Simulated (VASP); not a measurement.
A VASP calculation is set up with these files.

**POSCAR**
```
Ta
1
   -1.6299259663     1.6299259663     1.6299259663
    1.6299259663    -1.6299259663     1.6299259663
    1.6299259663     1.6299259663    -1.6299259663
Ta
1
Direct
  0.0000000000   0.0000000000   0.0000000000
```

**KPOINTS**
```
Automatic mesh
0
gamma
 14 14 14
0 0 0
```

INCAR:
```
# general
SYSTEM   =  Ta
PREC     =  Accurate
ENCUT    =  400
LREAL    =  .FALSE.   # projection in real space or not
LASPH    =  .TRUE.

# electronic loop
EDIFF    =  1E-8   # SCF stop (eV)
NELM     =  100   # most electronic steps
ALGO     =  Normal   # blocked Davidson
LMAXMIX  =  6

# smearing
ISMEAR   =  1   # Methfessel-Paxton
SIGMA    =  0.1

# ions
IBRION   =  1   # quasi-Newton
NSW      =  30
ISIF     =  2   # forces and stress, cell fixed
EDIFFG   =  -0.001

# output
LWAVE    =  .FALSE.
LCHARG   =  .FALSE.
```

POTCAR, in this order: Ta_pv (LDA.64 set). Program: vasp_std.

Problem. Translate this LDA calculation to Ansatz.

Solution. One equivalent input (not run):
Ansatz 0.2 input:
```yaml
crystal:
  lattice:
    - [-1.6299260, 1.6299260, 1.6299260]
    - [1.6299260, -1.6299260, 1.6299260]
    - [1.6299260, 1.6299260, -1.6299260]
  atoms:
    - { symbol: Ta, position: [0.0000000, 0.0000000, 0.0000000] }
kpoints:
  mp_grid: { grid: [14, 14, 14] }
hamiltonian:
  xc: lda
  pseudopotentials: { kind: paw }
scf:
  occupations: { method: methfessel_paxton, width: 0.1 }
  max_iter: 100
relax:
  max_steps: 30
  f_tol: 0.001
output: { forces: true, stress: true, eigenvalues: true }
```
Limits of the translation: each code has its own PAW files, so the cut-off isn't converted (ENCUT is set for VASP's; basis.ecutwfc is left out, and Ansatz then takes the one that its files recommend); Ansatz stops its SCF on the density residual and VASP on the energy change (EDIFF); Ansatz's lda is the Perdew-Wang form, while the LDA potentials of VASP carry Perdew-Zunger's.

The compound is Ta in the bcc structure. It was relaxed first. The start is the result of an earlier pass.
